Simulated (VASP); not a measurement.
Here is the system:

```xyz
6
Lattice="4.1466 0.0000 0.0000 0.0000 4.1466 0.0000 0.0000 0.0000 2.6383" Properties=species:S:1:pos:R:3 pbc="T T T"
Si     0.0000     0.0000     2.6383
Si     2.0733     2.0733     1.3192
O      1.2722     1.2722     0.0000
O      3.3455     0.8011     1.3192
O      0.8011     3.3455     1.3192
O      2.8744     2.8744     2.6383
```

Computed with PBE GGA, VASP's PBE PAW potentials (set 64) (plane waves; VASP). Settings: 520 eV cut-off, 5×5×8 Γ-centred mesh, Gaussian smearing of 0.050 eV, potentials Si O.

Question: The ions and cell shape at fixed volume are relaxed. Which structure does the run end with?

Answer: 
```xyz
6
Lattice="4.1298 0.0000 0.0000 0.0000 4.1298 0.0000 0.0000 0.0000 2.6599" Properties=species:S:1:pos:R:3 pbc="T T T"
Si     0.0000     0.0000     0.0000
Si     2.0649     2.0649     1.3300
O      1.2572     1.2572     0.0000
O      3.3221     0.8077     1.3300
O      0.8077     3.3221     1.3300
O      2.8726     2.8726     0.0000
```
Space group P4_2/mnm (136), at a tolerance of 0.03 Å.

Question: How much energy does the relaxation gain?

Answer: The energy (σ→0) changes by -3.1 meV/atom, in 5 ionic steps.

The compound is SiO2 in the rutile structure, stishovite, a high-pressure form. This cell is one point of a volume scan, at 0.94 of the reference volume. Symmetry was kept, so distortions that lower it aren't found.
